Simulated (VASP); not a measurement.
Method: PBE GGA with D3 dispersion (zero damping), VASP's PBE PAW potentials (set 64) (plane waves; VASP 6.6.1).

VASP input:

### INCAR
```
LCHARG=.FALSE.
EDIFFG=-0.01   # ionic stop
EDIFF=1E-6   # SCF stop (eV)
GGA=PE   # PBE
ISMEAR=0   # Gaussian
SYSTEM=CdS
ENCUT=520
NELM=100
ISIF=3
SIGMA=0.05   # width (eV)
LMAXMIX=4
LREAL=.FALSE.
LASPH=.TRUE.
ALGO=Normal   # blocked Davidson
IVDW=11   # D3, zero damping
NSW=60   # most ionic steps
IBRION=2   # conjugate gradients
PREC=Accurate
LWAVE=.FALSE.
```

**KPOINTS**
```
Automatic mesh
0
Gamma
7 7 7
0 0 0
```

### POSCAR
```
CdS
1.0
  0.0000000000   2.9330176827   2.9330176827
  2.9330176827   0.0000000000   2.9330176827
  2.9330176827   2.9330176827   0.0000000000
Cd S
1 1
Cartesian
  0.0000000000   0.0000000000   0.0000000000
  1.4665088414   1.4665088414   1.4665088414
```

POTCAR, in this order: Cd S (PBE.64 set). Program: vasp_std.

What VASP printed:

File OSZICAR:
```
       N       E                     dE             d eps       ncg     rms          rms(c)
DAV:   1     0.111794081509E+03    0.11179E+03   -0.90832E+03   536   0.126E+03
DAV:   2    -0.159110544419E+01   -0.11339E+03   -0.10935E+03   600   0.300E+02
DAV:   3    -0.664232835977E+01   -0.50512E+01   -0.50370E+01   585   0.654E+01
DAV:   4    -0.668147979553E+01   -0.39151E-01   -0.39145E-01   625   0.561E+00
DAV:   5    -0.668202686017E+01   -0.54706E-03   -0.54706E-03   600   0.652E-01    0.811E+00
DAV:   6    -0.615321478192E+01    0.52881E+00   -0.10573E+00   737   0.141E+01    0.641E+00
DAV:   7    -0.613459206552E+01    0.18623E-01   -0.21065E-01   550   0.368E+00    0.319E+00
DAV:   8    -0.613484198912E+01   -0.24992E-03   -0.20453E-02   555   0.217E+00    0.299E-01
DAV:   9    -0.613465477211E+01    0.18722E-03   -0.27355E-03   615   0.877E-01    0.762E-02
DAV:  10    -0.613480842856E+01   -0.15366E-03   -0.29244E-04   555   0.178E-01    0.786E-02
DAV:  11    -0.613489004049E+01   -0.81612E-04   -0.12336E-04   558   0.125E-01    0.175E-02
DAV:  12    -0.613488044496E+01    0.95955E-05   -0.48180E-05   633   0.102E-01    0.862E-03
DAV:  13    -0.613488170208E+01   -0.12571E-05   -0.51909E-06   530   0.172E-02    0.703E-03
DAV:  14    -0.613488158431E+01    0.11777E-06   -0.15631E-07   325   0.386E-03
   1 F= -.66422242E+01 E0= -.66422242E+01  d E =-.664222E+01
```

### OUTCAR
```
------------------------ aborting loop because EDIFF is reached ----------------------------------------
 Edisp (eV)   -0.50734
  FORCE on cell =-STRESS in cart. coord.  units (eV):
  Direction    XX          YY          ZZ          XY          YZ          ZX
  --------------------------------------------------------------------------------------
  Total       0.00199     0.00199     0.00199     0.00000    -0.00000    -0.00000
  in kB       0.06317     0.06317     0.06317     0.00000    -0.00000    -0.00000
  external pressure =        0.06 kB  Pullay stress =        0.00 kB
  volume of cell :       50.46
      direct lattice vectors                 reciprocal lattice vectors
     0.000000000  2.933017683  2.933017683    -0.170472890  0.170472890  0.170472890
     2.933017683  0.000000000  2.933017683     0.170472890 -0.170472890  0.170472890
     2.933017683  2.933017683  0.000000000     0.170472890  0.170472890 -0.170472890
  FREE ENERGIE OF THE ION-ELECTRON SYSTEM (eV)
  ---------------------------------------------------
  free  energy   TOTEN  =        -6.6422241502 eV

  energy  without entropy=       -6.6422241502  energy(sigma->0) =       -6.64222415

 reached required accuracy - stopping structural energy minimisation
```
(Selected blocks of OUTCAR.)

The compound is CdS in the zinc blende structure, a metastable form; wurtzite is the usual one. It was relaxed first. The start is the result of an earlier pass.
